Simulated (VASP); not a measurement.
Computed with PBE GGA, VASP's PBE PAW potentials (set 64) (plane waves; VASP).

The input files of a VASP run:

**POSCAR**
```
CdTe
4.5888620
  0.0000000000   0.7071067551   0.7071067551
  0.7071067551   0.0000000000   0.7071067551
  0.7071067551   0.7071067551   0.0000000000
Cd Te
1 1
Cartesian
  0.0000000000   0.0000000000   0.0000000000
  0.3535533775   0.3535533775   0.3535533775
```

### INCAR
```
ALGO = Normal
EDIFF = 1E-7
ENCUT = 520
GGA = PE
ISIF = 2
ISMEAR = 0
LASPH = T
LCHARG = F
LMAXMIX = 4
LREAL = F
LWAVE = F
NELM = 100
PREC = Accurate
SIGMA = 0.05
SYSTEM = CdTe
```

File KPOINTS:
```
Automatic mesh
0
G
7 7 7
```

POTCAR, in this order: Cd Te (PBE.64 set). Program: vasp_std.

Output of the run:

### OSZICAR
```
       N       E                     dE             d eps       ncg     rms          rms(c)
DAV:   1     0.103579243195E+03    0.10358E+03   -0.84755E+03   520   0.121E+03
DAV:   2    -0.846414516303E+00   -0.10443E+03   -0.10038E+03   590   0.278E+02
DAV:   3    -0.496816220998E+01   -0.41217E+01   -0.41088E+01   650   0.578E+01
DAV:   4    -0.500797652331E+01   -0.39814E-01   -0.39808E-01   702   0.499E+00
DAV:   5    -0.500814747182E+01   -0.17095E-03   -0.17095E-03   640   0.286E-01    0.579E+00
DAV:   6    -0.479248203978E+01    0.21567E+00   -0.45964E-01   570   0.900E+00    0.467E+00
DAV:   7    -0.477723915283E+01    0.15243E-01   -0.12269E-01   595   0.259E+00    0.177E+00
DAV:   8    -0.477798059599E+01   -0.74144E-03   -0.10945E-02   540   0.146E+00    0.515E-01
DAV:   9    -0.477830787104E+01   -0.32728E-03   -0.97172E-04   618   0.370E-01    0.121E-01
DAV:  10    -0.477837508533E+01   -0.67214E-04   -0.12834E-04   560   0.117E-01    0.540E-02
DAV:  11    -0.477841751187E+01   -0.42427E-04   -0.84094E-05   538   0.691E-02    0.350E-02
DAV:  12    -0.477841631556E+01    0.11963E-05   -0.34165E-06   631   0.185E-02    0.209E-02
DAV:  13    -0.477841609906E+01    0.21650E-06   -0.55390E-07   555   0.411E-03    0.128E-02
DAV:  14    -0.477841609559E+01    0.34738E-08   -0.13096E-06   540   0.838E-03    0.589E-03
DAV:  15    -0.477841612905E+01   -0.33461E-07   -0.65537E-08   450   0.256E-03
   1 F= -.47784161E+01 E0= -.47784161E+01  d E =-.449754E-11
```

### OUTCAR
```
------------------------ aborting loop because EDIFF is reached ----------------------------------------
  FORCE on cell =-STRESS in cart. coord.  units (eV):
  Direction    XX          YY          ZZ          XY          YZ          ZX
  --------------------------------------------------------------------------------------
  Total        1.0732934      1.0732934      1.0732934     -0.0000000      0.0000000     -0.0000000
  in kB       25.1668639     25.1668639     25.1668639     -0.0000000      0.0000000     -0.0000000
  external PRESSURE =      25.1668639 kB  Pullay stress =       0.0000000 kB
  volume of cell :       68.33
      direct lattice vectors                 reciprocal lattice vectors
     0.000000000  3.244815318  3.244815318    -0.154091975  0.154091975  0.154091975
     3.244815318  0.000000000  3.244815318     0.154091975 -0.154091975  0.154091975
     3.244815318  3.244815318  0.000000000     0.154091975  0.154091975 -0.154091975
  FREE ENERGIE OF THE ION-ELECTRON SYSTEM (eV)
  ---------------------------------------------------
  free  energy   TOTEN  =        -4.7784161290 eV

  energy  without entropy=       -4.7784161290  energy(sigma->0) =       -4.77841613
```
(Selected blocks of OUTCAR.)

The compound is CdTe in the zinc blende structure. This cell is one point of a volume scan, at 0.94 of the reference volume.
